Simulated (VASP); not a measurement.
```
PdS
1.0
    6.40067     0.00000     0.00000
    0.00000     6.40067     0.00000
    0.00000     0.00000     6.57356
Pd S
8 8
Direct
  0.00000   0.50000   0.00000
  0.50000   0.00000   0.50000
  0.00000   0.00000   0.25000
  0.00000   0.00000   0.75000
  0.47082   0.25787   0.00000
  0.52918   0.74213   0.00000
  0.74213   0.47082   0.50000
  0.25787   0.52918   0.50000
  0.19442   0.30682   0.22802
  0.80558   0.69318   0.22802
  0.69318   0.19442   0.72802
  0.30682   0.80558   0.72802
  0.80558   0.69318   0.77198
  0.19442   0.30682   0.77198
  0.30682   0.80558   0.27198
  0.69318   0.19442   0.27198
```

The numbers are results of PBEsol GGA, VASP's PBE PAW potentials (set 64) (plane waves; VASP), not measurements. Numerical set-up: LREAL = Auto, 400 eV cut-off, 4×4×4 Γ-centred mesh, tetrahedra with Blöchl corrections, potentials Pd S.

The cores are frozen, which limits the accuracy of field gradients.

Task: Give the principal components of the electric field gradient (V/Å²) and the asymmetry η at each nucleus.

Result: 
```
atom    Vxx    Vyy    Vzz     η
----  -----  -----  -----  ----
Pd1   -76.6   -0.8   77.5  0.98
Pd2   -76.6   -0.8   77.5  0.98
Pd3   -23.2  -23.2   46.3  0.00
Pd4   -23.2  -23.2   46.3  0.00
Pd5   -19.2  -16.1   35.3  0.09
Pd6   -19.2  -16.1   35.3  0.09
Pd7   -19.2  -16.1   35.3  0.09
Pd8   -19.2  -16.1   35.3  0.09
S9     26.9   13.0  -39.9  0.35
S10    26.9   13.0  -39.9  0.35
S11    26.9   13.0  -39.9  0.35
S12    26.9   13.0  -39.9  0.35
S13    26.9   13.0  -39.9  0.35
S14    26.9   13.0  -39.9  0.35
S15    26.9   13.0  -39.9  0.35
S16    26.9   13.0  -39.9  0.35
```

The compound is PdS in the sg84 structure. It was relaxed first.
